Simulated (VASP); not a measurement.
# NbTe (P-6m2) in VASP: notebook

One crystal, NbTe, is run at these levels: PBE, PBEsol; tasks: equation of state.

All numbers are computed with VASP 6.6.1; they aren't measurements. Logs are shortened: lines on timing, memory, paths and dates and some standing lists are left out, and cuts for length are marked.

### Step 1. The structure

The structure is hexagonal, space group P-6m2 (No. 187). Conventional cell: a = 3.630 Å, b = 3.630 Å, c = 3.671 Å, α = 90.00°, β = 90.00°, γ = 120.00°. Around Te (site symmetry -6m2) lie 6 Nb at 2.79 Å. Nb (site symmetry -6m2) is surrounded by 6 Te at 2.79 Å.

The cell comes from a database or a generator and needn't be the stable form of this composition.

### Step 2. Equation of state, PBE, 21.28 Å³/atom

File INCAR:

```
SYSTEM = NbTe
ADDGRID = .FALSE.
ALGO = Normal
EDIFF = 1E-7
ENCUT = 460
GGA = PE
ISIF = 2
ISMEAR = 0
LASPH = .TRUE.
LCHARG = .FALSE.
LREAL = .FALSE.
LWAVE = .FALSE.
NELM = 100
PREC = Accurate
SIGMA = 0.01
```

File KPOINTS:

```
k-points
0
G
  7 7 6
  0 0 0
```

File POSCAR:

```
NbTe
1.0
    3.6655680475      0.0000000000      0.0000000000
   -1.8327840237      3.1744750484      0.0000000000
    0.0000000000      0.0000000000      3.6568931860
Te Nb
1 1
Direct
    0.6666666667      0.3333333333      0.0000000000
    0.0000000000      0.0000000000      0.5000000000
```

Potentials or basis: VASP PAW PBE potentials, release 64 (Te, Nb_pv).

Launch:

```
$ cat potpaw_PBE.64/Te/POTCAR potpaw_PBE.64/Nb_pv/POTCAR > POTCAR
$ mpirun -np 1 vasp_std > vasp.out
```

OUTCAR:

```text
SYSTEM = NbTe
   EDIFF = 1E-7
   ENCUT = 460
   GGA = PE
   ISIF = 2
   ISMEAR = 0
   LASPH = .TRUE.
   LREAL = .FALSE.
   NELM = 100
   PREC = Accurate

 Found     32 irreducible k-points:

 Following reciprocal coordinates:
            Coordinates               Weight
  0.000000  0.000000  0.000000      1.000000
  0.142857  0.000000  0.000000      6.000000
  0.285714  0.000000  0.000000      6.000000
  0.428571  0.000000  0.000000      6.000000
  0.142857  0.142857  0.000000      6.000000
  0.285714  0.142857  0.000000     12.000000
   k-points           NKPTS =     32   k-points in BZ     NKDIM =     32   number of bands    NBANDS=     12
   number of dos      NEDOS =    301   number of ions     NIONS =      2
   total plane-waves  NPLWV =  21952
   dimension x,y,z NGX =    28 NGY =   28 NGZ =   28
   dimension x,y,z NGXF=    56 NGYF=   56 NGZF=   56
   ions per type =               1   1
   NGX,Y,Z   is equivalent  to a cutoff of  12.70, 12.70, 12.73 a.u.
   NGXF,Y,Z  is equivalent  to a cutoff of  25.40, 25.40, 25.46 a.u.
 SYSTEM =  NbTe
   PREC   = accura    normal or accurate (medium, high low for compatibility)
   ISTART =      0    job   : 0-new  1-cont  2-samecut
   ICHARG =      2    charge: 1-file 2-atom 10-const
   ISPIN  =      1    spin polarized calculation?
   LNONCOLLINEAR =      F non collinear calculations
   LSORBIT =      F    spin-orbit coupling
   LASPH  =      T    aspherical Exc in radial PAW
   ENCUT  =  460.0 eV  33.81 Ry    5.81 a.u.   6.41  6.41  6.40*2*pi/ulx,y,z
   NELM   =    100;   NELMIN=  2; NELMDL= -5     # of ELM steps
   EDIFF  = 0.1E-06   stopping-criterion for ELM
[... 12 lines left out ...]
   EMIN   =  10.00;   EMAX   =-10.00  energy-range for DOS
   EFERMI =   0.00;   METHOD = LEGACY
   ISMEAR =     0;   SIGMA  =   0.01  broadening in eV -4-tet -1-fermi 0-gaus
   EFERMI_NEDOS =   21; number of points for ismear=-14 and -15
   IALGO  =     38    algorithm
   IMIX   =      4    mixing-type and parameters
     AMIX     =   0.40;   BMIX     =  1.00
     AMIX_MAG =   1.60;   BMIX_MAG =  1.00
  volume/ion in A,a.u.               =      21.28       143.58
  Fermi-wavevector in a.u.,A,eV,Ry     =   1.205728  2.278495 19.779875  1.453780
  Thomas-Fermi vector in A             =   2.341416
   LORBIT       =      0    0 simple, 1 ext, 2 COOP (PROOUT), +10 PAW based schemes
   GGA     = PE    functional components
   LHFCALC =     F    Hartree Fock is set to
   AEXX    =    0.0000 exact exchange contribution
   IVDW    =     0    specifies the selected vdW correction
   LEPSILON=     F    determine dielectric tensor
   LRPA    =     F    only Hartree local field effects (RPA)
 non-spin polarized calculation
 Gauss-broadening in eV      SIGMA  =   0.01
  energy-cutoff  :      460.00
  volume of cell :       42.55
 maximum number of plane-waves:       966
 NGX is ok and might be reduce to    28
   NGX = 13   NGY = 13   NGZ = 13

 number of electron      17.0000001 magnetization

 Free energy of the ion-electron system (eV)
  ---------------------------------------------------
  ext. energy  EPLUGINS =         0.00000000
  ---------------------------------------------------
  free energy    TOTEN  =       -13.49453840 eV

  energy without entropy =      -13.49453378  energy(sigma->0) =      -13.49453609

 E-fermi :   8.7481     XC(G=0): -11.3927

 val. band max:        8.7282665942   @ k =   0.2857   0.0000   0.0000
 cond. band min:       8.7695072655   @ k =   0.2857   0.0000   0.3333
 fundamental gap:      0.0412406713
 Fermi energy:         8.7481223809

 k-point     1 :       0.0000    0.0000    0.0000
  band No.  band energies     occupation
      1     -22.9621      2.00000
      2     -22.7602      2.00000
      3     -22.7602      2.00000
      4      -5.6395      2.00000
      5       5.5816      2.00000
      6       5.5816      2.00000
      7       5.6761      2.00000
      8       6.5028      2.00000
      9       8.9391      0.00000
     10       8.9391      0.00000
     11      11.4081      0.00000
     12      11.4083      0.00000

 k-point     2 :       0.1429    0.0000    0.0000
  band No.  band energies     occupation
      1     -22.9572      2.00000
      2     -22.7892      2.00000
      3     -22.7670      2.00000
      4      -5.3815      2.00000
      5       4.5844      2.00000
      6       5.7153      2.00000
      7       5.9999      2.00000
      8       6.0180      2.00000
      9       8.8721      0.00000
     10       9.7232      0.00000
     11      10.2887      0.00000
     12      10.9479      0.00000

 k-point     3 :       0.2857    0.0000    0.0000
  band No.  band energies     occupation
      1     -22.9464      2.00000
      2     -22.8535      2.00000
      3     -22.7822      2.00000
      4      -4.7046      2.00000
      5       2.9416      2.00000
      6       5.3184      2.00000
      7       5.9994      2.00000
      8       6.2489      2.00000
      9       8.7283      1.99502
     10       9.5709      0.00000
     11      10.3331      0.00000
     12      11.0489      0.00000

 k-point     4 :       0.4286    0.0000    0.0000
  band No.  band energies     occupation
      1     -22.9376      2.00000
      2     -22.9043      2.00000
      3     -22.7944      2.00000
      4      -3.9927      2.00000
      5       1.6452      2.00000
      6       4.9413      2.00000
      7       6.0900      2.00000
      8       6.1945      2.00000
      9       8.6188      2.00000
     10      10.1016      0.00000
     11      10.1573      0.00000
     12      11.8985      0.00000

 k-point     5 :       0.1429    0.1429    0.0000
  band No.  band energies     occupation
      1     -22.9494      2.00000
      2     -22.8318      2.00000
      3     -22.7820      2.00000
      4      -4.9112      2.00000
      5       3.4979      2.00000
      6       5.4918      2.00000
      7       5.5279      2.00000
      8       6.4685      2.00000
      9       8.6726      2.00000
     10       9.5675      0.00000
     11      10.4275      0.00000
     12      10.8194      0.00000

 k-point     6 :       0.2857    0.1429    0.0000
  band No.  band energies     occupation
      1     -22.9396      2.00000
      2     -22.8813      2.00000
      3     -22.8036      2.00000
      4      -4.1865      2.00000
      5       2.2532      2.00000
      6       4.9364      2.00000
      7       5.0733      2.00000
      8       7.0997      2.00000
      9       8.3768      2.00000
     10       9.2939      0.00000
     11      10.3239      0.00000
     12      12.1105      0.00000

 [... further k-points ...]

------------------------ aborting loop because EDIFF is reached ----------------------------------------

  FORCE on cell =-STRESS in cart. coord.  units (eV):
  Direction    XX          YY          ZZ          XY          YZ          ZX
  --------------------------------------------------------------------------------------
  -------------------------------------------------------------------------------------
  Total        0.8480120      0.8480120      1.4388881      0.0000000      0.0000000      0.0000000
  in kB       31.9291327     31.9291327     54.1766455      0.0000000      0.0000000      0.0000000
  external PRESSURE =      39.3449703 kB  Pullay stress =       0.0000000 kB

 VOLUME and BASIS-vectors are now :
 -----------------------------------------------------------------------------
  energy-cutoff  :      460.00
  volume of cell :       42.55
      direct lattice vectors                 reciprocal lattice vectors
     3.665568047  0.000000000  0.000000000     0.272809013  0.157506357  0.000000000
    -1.832784024  3.174475048  0.000000000     0.000000000  0.315012714  0.000000000
     0.000000000  0.000000000  3.656893186     0.000000000  0.000000000  0.273456169

 POSITION                                       TOTAL-FORCE (eV/Angst)
 -----------------------------------------------------------------------------------
      1.83278      1.05816      0.00000         0.000000     -0.000000      0.000000
      0.00000      0.00000      1.82845        -0.000000      0.000000      0.000000
 -----------------------------------------------------------------------------------
    total drift:                               -0.000000      0.000000     -0.000000

  FREE ENERGIE OF THE ION-ELECTRON SYSTEM (eV)
  ---------------------------------------------------
  free  energy   TOTEN  =       -13.4945383950 eV

  energy  without entropy=      -13.4945337836  energy(sigma->0) =      -13.49453609
```

OSZICAR:

```text
N       E                     dE             d eps       ncg     rms          rms(c)
DAV:   1     0.113766146927E+03    0.11377E+03   -0.78630E+03   776   0.121E+03
DAV:   2    -0.520078030592E+01   -0.11897E+03   -0.11302E+03   840   0.412E+02
DAV:   3    -0.135699207388E+02   -0.83691E+01   -0.77972E+01  1184   0.789E+01
DAV:   4    -0.138878683023E+02   -0.31795E+00   -0.31033E+00  1064   0.137E+01
DAV:   5    -0.138980234421E+02   -0.10155E-01   -0.10147E-01  1116   0.256E+00    0.163E+01
DAV:   6    -0.135287032724E+02    0.36932E+00   -0.12482E+00  1272   0.144E+01    0.690E+00
DAV:   7    -0.134985372628E+02    0.30166E-01   -0.65953E-02   972   0.222E+00    0.291E+00
DAV:   8    -0.134947091162E+02    0.38281E-02   -0.17267E-02  1184   0.117E+00    0.243E-01
DAV:   9    -0.134945077522E+02    0.20136E-03   -0.87027E-04   928   0.264E-01    0.128E-01
DAV:  10    -0.134945440147E+02   -0.36262E-04   -0.17683E-04  1240   0.151E-01    0.181E-02
DAV:  11    -0.134945405328E+02    0.34819E-05   -0.10625E-05  1180   0.327E-02    0.155E-02
DAV:  12    -0.134945382948E+02    0.22380E-05   -0.45421E-07   916   0.580E-03    0.135E-03
DAV:  13    -0.134945384273E+02   -0.13248E-06   -0.33604E-08   488   0.185E-03    0.463E-04
DAV:  14    -0.134945383950E+02    0.32229E-07   -0.88761E-09   456   0.150E-03
   1 F= -.13494538E+02 E0= -.13494536E+02  d E =-.461142E-05
```

Run time: 14 s. Hardware: 1 thread of Intel Xeon Platinum 8488C (Sapphire Rapids), shared host; peak memory 0.16 GiB.

These settings aren't checked as converged: the numbers below hold their error.

What came out:

| Item | Value |
| --- | --- |
| Free energy | -13.4945 eV |
| Pressure | 3.9 GPa |
| Band gap on the k mesh | none (metal or under the smearing width) |

### Step 3. Equation of state, PBE, 22.59 Å³/atom

INCAR is that of step 2.

KPOINTS is that of step 2.

File POSCAR:

```
NbTe
1.0
    3.7396398839      0.0000000000      0.0000000000
   -1.8698199419      3.2386231405      0.0000000000
    0.0000000000      0.0000000000      3.7307897254
Te Nb
1 1
Direct
    0.6666666667      0.3333333333      0.0000000000
    0.0000000000      0.0000000000      0.5000000000
```

Potentials or basis: VASP PAW PBE potentials, release 64 (Te, Nb_pv).

Launch:

```
$ cat potpaw_PBE.64/Te/POTCAR potpaw_PBE.64/Nb_pv/POTCAR > POTCAR
$ mpirun -np 1 vasp_std > vasp.out
```

Wall time 13 s (1 thread of Intel Xeon Platinum 8488C (Sapphire Rapids), shared host); peak memory 0.16 GiB.

The run converged, but some of its settings lie outside the range that counts as converged, so its numbers aren't taken as properties of the crystal.

What came out:

```
Free energy            : -13.4960 eV
Pressure               : -3.4 GPa
Band gap on the k mesh : none (metal or under the smearing width)
```

### Step 4. Equation of state, PBE, 21.28 Å³/atom

INCAR, as its differences from that of step 3:

```diff
@@ -13,3 +13,3 @@
 NELM = 100
-PREC = Accurate
-SIGMA = 0.01
+PREC = Low
+SIGMA = 0.05
```

KPOINTS is that of step 3.

File POSCAR:

```
NbTe
1.0
    3.6655680475      0.0000000000      0.0000000000
   -1.8327840237      3.1744750484      0.0000000000
    0.0000000000      0.0000000000      3.6568931860
Te Nb
1 1
Direct
    0.6666666667      0.3333333333      0.0000000000
    0.0000000000      0.0000000000      0.5000000000
```

Launch:

```
$ cat potpaw_PBE.64/Te/POTCAR potpaw_PBE.64/Nb_pv/POTCAR > POTCAR
$ mpirun -np 1 vasp_std > vasp.out
```

Wall time 6.7 s (1 thread of Intel Xeon Platinum 8488C (Sapphire Rapids), shared host); peak memory 0.11 GiB.

The run converged, but some of its settings lie outside the range that counts as converged, so its numbers aren't taken as properties of the crystal.

Results:

| Item | Value |
| --- | --- |
| Free energy | -13.4957 eV |
| Pressure | 3.9 GPa |
| Band gap on the k mesh | none (metal or under the smearing width) |

### Step 5. Equation of state, PBE, 22.59 Å³/atom

INCAR is that of step 4.

KPOINTS is that of step 4.

File POSCAR:

```
NbTe
1.0
    3.7396398839      0.0000000000      0.0000000000
   -1.8698199419      3.2386231405      0.0000000000
    0.0000000000      0.0000000000      3.7307897254
Te Nb
1 1
Direct
    0.6666666667      0.3333333333      0.0000000000
    0.0000000000      0.0000000000      0.5000000000
```

Launch:

```
$ cat potpaw_PBE.64/Te/POTCAR potpaw_PBE.64/Nb_pv/POTCAR > POTCAR
$ mpirun -np 1 vasp_std > vasp.out
```

It took 7.2 s on 1 thread of Intel Xeon Platinum 8488C (Sapphire Rapids), shared host; peak memory 0.12 GiB.

The run converged, but some of its settings lie outside the range that counts as converged, so its numbers aren't taken as properties of the crystal.

Results:

| Property | Result |
| --- | --- |
| Free energy | -13.4973 eV |
| Pressure | -3.4 GPa |
| Band gap on the k mesh | none (metal or under the smearing width) |

### Step 6. Equation of state, PBE, 21.28 Å³/atom

INCAR, as its differences from that of step 5:

```diff
@@ -13,3 +13,3 @@
 NELM = 100
-PREC = Low
+PREC = Normal
 SIGMA = 0.05
```

KPOINTS is that of step 5.

File POSCAR:

```
NbTe
1.0
    3.6655680475      0.0000000000      0.0000000000
   -1.8327840237      3.1744750484      0.0000000000
    0.0000000000      0.0000000000      3.6568931860
Te Nb
1 1
Direct
    0.6666666667      0.3333333333      0.0000000000
    0.0000000000      0.0000000000      0.5000000000
```

Potentials or basis: VASP PAW PBE potentials, release 64 (Te, Nb_pv).

Launch:

```
$ cat potpaw_PBE.64/Te/POTCAR potpaw_PBE.64/Nb_pv/POTCAR > POTCAR
$ mpirun -np 1 vasp_std > vasp.out
```

Wall time 7.8 s (1 thread of Intel Xeon Platinum 8488C (Sapphire Rapids), shared host); peak memory 0.13 GiB.

These settings aren't checked as converged: the numbers below hold their error.

Results:

| Property | Result |
| --- | --- |
| Free energy | -13.4953 eV |
| Pressure | 3.9 GPa |
| Band gap on the k mesh | none (metal or under the smearing width) |

### Step 7. Equation of state, PBE, 22.59 Å³/atom

INCAR is that of step 6.

KPOINTS is that of step 6.

File POSCAR:

```
NbTe
1.0
    3.7396398839      0.0000000000      0.0000000000
   -1.8698199419      3.2386231405      0.0000000000
    0.0000000000      0.0000000000      3.7307897254
Te Nb
1 1
Direct
    0.6666666667      0.3333333333      0.0000000000
    0.0000000000      0.0000000000      0.5000000000
```

Launch:

```
$ cat potpaw_PBE.64/Te/POTCAR potpaw_PBE.64/Nb_pv/POTCAR > POTCAR
$ mpirun -np 1 vasp_std > vasp.out
```

Wall time 7.4 s (1 thread of Intel Xeon Platinum 8488C (Sapphire Rapids), shared host); peak memory 0.13 GiB.

These settings aren't checked as converged: the numbers below hold their error.

Results:

```
Free energy            : -13.4967 eV
Pressure               : -3.4 GPa
Band gap on the k mesh : none (metal or under the smearing width)
```

### Step 8. Equation of state, PBE, 21.28 Å³/atom

INCAR, as its differences from that of step 7:

```diff
@@ -10,6 +10,6 @@
 LCHARG = .FALSE.
-LREAL = .FALSE.
+LREAL = Auto
 LWAVE = .FALSE.
 NELM = 100
-PREC = Normal
+PREC = Accurate
 SIGMA = 0.05
```

KPOINTS is that of step 7.

File POSCAR:

```
NbTe
1.0
    3.6655680475      0.0000000000      0.0000000000
   -1.8327840237      3.1744750484      0.0000000000
    0.0000000000      0.0000000000      3.6568931860
Te Nb
1 1
Direct
    0.6666666667      0.3333333333      0.0000000000
    0.0000000000      0.0000000000      0.5000000000
```

Launch:

```
$ cat potpaw_PBE.64/Te/POTCAR potpaw_PBE.64/Nb_pv/POTCAR > POTCAR
$ mpirun -np 1 vasp_std > vasp.out
```

Run time: 22 s. Hardware: 1 thread of Intel Xeon Platinum 8488C (Sapphire Rapids), shared host; peak memory 0.15 GiB.

The run converged, but some of its settings lie outside the range that counts as converged, so its numbers aren't taken as properties of the crystal.

Results:

```
Free energy            : -13.4960 eV
Pressure               : 3.9 GPa
Band gap on the k mesh : none (metal or under the smearing width)
```

### Step 9. Equation of state, PBE, 22.59 Å³/atom

INCAR is that of step 8.

KPOINTS is that of step 8.

File POSCAR:

```
NbTe
1.0
    3.7396398839      0.0000000000      0.0000000000
   -1.8698199419      3.2386231405      0.0000000000
    0.0000000000      0.0000000000      3.7307897254
Te Nb
1 1
Direct
    0.6666666667      0.3333333333      0.0000000000
    0.0000000000      0.0000000000      0.5000000000
```

Potentials or basis: VASP PAW PBE potentials, release 64 (Te, Nb_pv).

Launch:

```
$ cat potpaw_PBE.64/Te/POTCAR potpaw_PBE.64/Nb_pv/POTCAR > POTCAR
$ mpirun -np 1 vasp_std > vasp.out
```

Run time: 23 s. Hardware: 1 thread of Intel Xeon Platinum 8488C (Sapphire Rapids), shared host; peak memory 0.16 GiB.

These settings aren't checked as converged: the numbers below hold their error.

Results:

| Quantity | Value |
| --- | --- |
| Free energy | -13.4973 eV |
| Pressure | -3.4 GPa |
| Band gap on the k mesh | none (metal or under the smearing width) |

### Step 10. Equation of state, PBE, 21.28 Å³/atom

INCAR, as its differences from that of step 9:

```diff
@@ -3,3 +3,3 @@
 ALGO = Normal
-EDIFF = 1E-7
+EDIFF = 0.01
 ENCUT = 460
@@ -10,3 +10,3 @@
 LCHARG = .FALSE.
-LREAL = Auto
+LREAL = .FALSE.
 LWAVE = .FALSE.
```

KPOINTS is that of step 9.

File POSCAR:

```
NbTe
1.0
    3.6655680475      0.0000000000      0.0000000000
   -1.8327840237      3.1744750484      0.0000000000
    0.0000000000      0.0000000000      3.6568931860
Te Nb
1 1
Direct
    0.6666666667      0.3333333333      0.0000000000
    0.0000000000      0.0000000000      0.5000000000
```

Launch:

```
$ cat potpaw_PBE.64/Te/POTCAR potpaw_PBE.64/Nb_pv/POTCAR > POTCAR
$ mpirun -np 1 vasp_std > vasp.out
```

It took 7.5 s on 1 thread of Intel Xeon Platinum 8488C (Sapphire Rapids), shared host; peak memory 0.16 GiB.

These settings aren't checked as converged: the numbers below hold their error.

What came out:

```yaml
Free_energy: -13.4949 eV
Pressure: 3.9 GPa
Band_gap_on_the_k_mesh: none (metal or under the smearing width)
```

### Step 11. Equation of state, PBE, 22.59 Å³/atom

INCAR is that of step 10.

KPOINTS is that of step 10.

File POSCAR:

```
NbTe
1.0
    3.7396398839      0.0000000000      0.0000000000
   -1.8698199419      3.2386231405      0.0000000000
    0.0000000000      0.0000000000      3.7307897254
Te Nb
1 1
Direct
    0.6666666667      0.3333333333      0.0000000000
    0.0000000000      0.0000000000      0.5000000000
```

Launch:

```
$ cat potpaw_PBE.64/Te/POTCAR potpaw_PBE.64/Nb_pv/POTCAR > POTCAR
$ mpirun -np 1 vasp_std > vasp.out
```

Wall time 7.6 s (1 thread of Intel Xeon Platinum 8488C (Sapphire Rapids), shared host); peak memory 0.16 GiB.

The run converged, but some of its settings lie outside the range that counts as converged, so its numbers aren't taken as properties of the crystal.

What came out:

```
Free energy            : -13.4965 eV
Pressure               : -3.2 GPa
Band gap on the k mesh : none (metal or under the smearing width)
```

### Step 12. Equation of state, PBE, 21.28 Å³/atom

INCAR, as its differences from that of step 11:

```diff
@@ -3,3 +3,3 @@
 ALGO = Normal
-EDIFF = 0.01
+EDIFF = 0.001
 ENCUT = 460
```

KPOINTS is that of step 11.

File POSCAR:

```
NbTe
1.0
    3.6655680475      0.0000000000      0.0000000000
   -1.8327840237      3.1744750484      0.0000000000
    0.0000000000      0.0000000000      3.6568931860
Te Nb
1 1
Direct
    0.6666666667      0.3333333333      0.0000000000
    0.0000000000      0.0000000000      0.5000000000
```

Potentials or basis: VASP PAW PBE potentials, release 64 (Te, Nb_pv).

Launch:

```
$ cat potpaw_PBE.64/Te/POTCAR potpaw_PBE.64/Nb_pv/POTCAR > POTCAR
$ mpirun -np 1 vasp_std > vasp.out
```

Run time: 8.6 s. Hardware: 1 thread of Intel Xeon Platinum 8488C (Sapphire Rapids), shared host; peak memory 0.16 GiB.

These settings aren't checked as converged: the numbers below hold their error.

Results:

* Free energy: -13.4952 eV
* Pressure: 4.2 GPa
* Band gap on the k mesh: none (metal or under the smearing width)

[end of part 1 of 4]
